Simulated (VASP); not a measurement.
Here is the system:

```yaml
crystal:
  lattice:
    - [0.00000, 2.86280, 2.86280]
    - [2.86280, 0.00000, 2.86280]
    - [2.86280, 2.86280, 0.00000]
  atoms:
    - { symbol: Zn, position: [0.00000, 0.00000, 0.00000] }
    - { symbol: Se, position: [0.25000, 0.25000, 0.25000] }
```

Computed with optB88-vdW, VASP's PBE PAW potentials (set 64) (plane waves; VASP). Settings: 520 eV cut-off, 9×9×9 Γ-centred mesh, tetrahedra with Blöchl corrections, potentials Zn Se.

Question: Tabulate the total density of states (states/eV per cell) against energy (eV; zero at the valence-band maximum or, without a gap, the Fermi level).

Answer: 
(E (eV), DOS (states/eV)): (-9.95, 0.00); (-9.71, 0.00); (-9.59, 0.00); (-9.35, 0.00); (-9.23, 0.00); (-8.99, 0.00); (-8.87, 0.00); (-8.63, 0.00); (-8.51, 0.00); (-8.27, 0.00); (-8.15, 0.00); (-7.91, 0.00); (-7.79, 0.00); (-7.55, 0.00); (-7.43, 0.00); (-7.19, 0.00); (-7.07, 0.00); (-6.83, 0.00); (-6.71, 0.00); (-6.47, 29.2); (-6.35, 13.3); (-6.11, 6.97); (-5.99, 3.37); (-5.75, 0.00); (-5.63, 0.00); (-5.39, 0.00); (-5.27, 0.00); (-5.03, 0.00); (-4.79, 0.52); (-4.67, 1.24); (-4.43, 2.10); (-4.31, 1.20); (-4.07, 0.81); (-3.95, 0.66); (-3.71, 0.47); (-3.59, 0.43); (-3.35, 0.34); (-3.23, 0.30); (-2.99, 0.23); (-2.87, 0.53); (-2.63, 1.47); (-2.51, 1.38); (-2.27, 1.38); (-2.15, 1.73); (-1.91, 1.96); (-1.79, 1.98); (-1.55, 1.98); (-1.43, 1.94); (-1.19, 1.99); (-1.07, 1.95); (-0.83, 1.63); (-0.71, 1.19); (-0.47, 0.75); (-0.23, 0.37); (-0.11, 0.20); (0.13, 0.00); (0.25, 0.00); (0.49, 0.00); (0.61, 0.00); (0.85, 0.00); (0.97, 0.00); (1.21, 0.00); (1.33, 0.00); (1.57, 0.01); (1.69, 0.01); (1.93, 0.03); (2.05, 0.04); (2.29, 0.07); (2.41, 0.09); (2.65, 0.25); (2.77, 0.37); (3.01, 0.59); (3.13, 0.69); (3.37, 0.99); (3.49, 1.18); (3.73, 1.90); (3.85, 2.16); (4.09, 1.67); (4.21, 1.31); (4.45, 0.72)
Within 2 eV below the valence-band maximum the largest weight inside VASP's projection spheres is Se p.

The compound is ZnSe in the zinc blende structure. It was relaxed first.
